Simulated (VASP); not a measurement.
Method: optB86b-vdW, VASP's PBE PAW potentials (set 64) (plane waves; VASP).

The input files of a VASP run:

**KPOINTS**
```
Automatic mesh
0
Gamma
7 7 4
0 0 0
```

File POSCAR:
```
La2O3
1
    1.9821148846    -3.4331235958     0.0000000000
    1.9821148846     3.4331235958     0.0000000000
    0.0000000000     0.0000000000     6.1458253772
La O
2 3
Direct
  0.3333330000   0.6666670000   0.2451805196
  0.6666670000   0.3333330000   0.7548194804
  0.0000000000   0.0000000000   1.0000000000
  0.3333330000   0.6666670000   0.6461207886
  0.6666670000   0.3333330000   0.3538792114
```

### INCAR
```
SYSTEM = La2O3
PREC = Accurate
ENCUT = 520
EDIFF = 1E-7
NELM = 100
ALGO = Normal
LREAL = .FALSE.
LASPH = .TRUE.
ISMEAR = 0
SIGMA = 0.05
GGA = MK
PARAM1 = 0.1234
PARAM2 = 1.0
LUSE_VDW = .TRUE.
AGGAC = 0.0
LMAXMIX = 6
LWAVE = .FALSE.
LCHARG = .FALSE.
ISIF = 4
IBRION = 2
NSW = 30
EDIFFG = -0.01
```

POTCAR, in this order: La O (PBE.64 set). Program: vasp_std.

**Question.** Estimate the energy per atom (σ→0).

**Answer.** 
| Quantity | Result |
|---|---|
| energy per atom (σ→0) | -6.656 eV/atom |

### OSZICAR
```
...
DAV:   2    -0.332809392332E+02   -0.34260E-03   -0.35843E-03  1952   0.638E-01    0.256E-02
DAV:   3    -0.332809350540E+02    0.41792E-05   -0.13336E-04  2456   0.122E-01    0.187E-02
DAV:   4    -0.332809226583E+02    0.12396E-04   -0.10215E-04  2152   0.835E-02    0.678E-03
DAV:   5    -0.332809227789E+02   -0.12061E-06   -0.20948E-05  2120   0.444E-02    0.412E-03
DAV:   6    -0.332809231366E+02   -0.35764E-06   -0.84846E-06  2352   0.212E-02    0.377E-03
DAV:   7    -0.332809228584E+02    0.27820E-06   -0.20656E-06  2264   0.113E-02    0.130E-03
DAV:   8    -0.332809229342E+02   -0.75833E-07   -0.92226E-07  1968   0.672E-03
   7 F= -.33280923E+02 E0= -.33280923E+02  d E =-.109059E-03
```

The compound is La2O3 in the a-type structure. This cell is one point of a volume scan, at 1.03 of the reference volume. Symmetry was kept, so distortions that lower it aren't found.
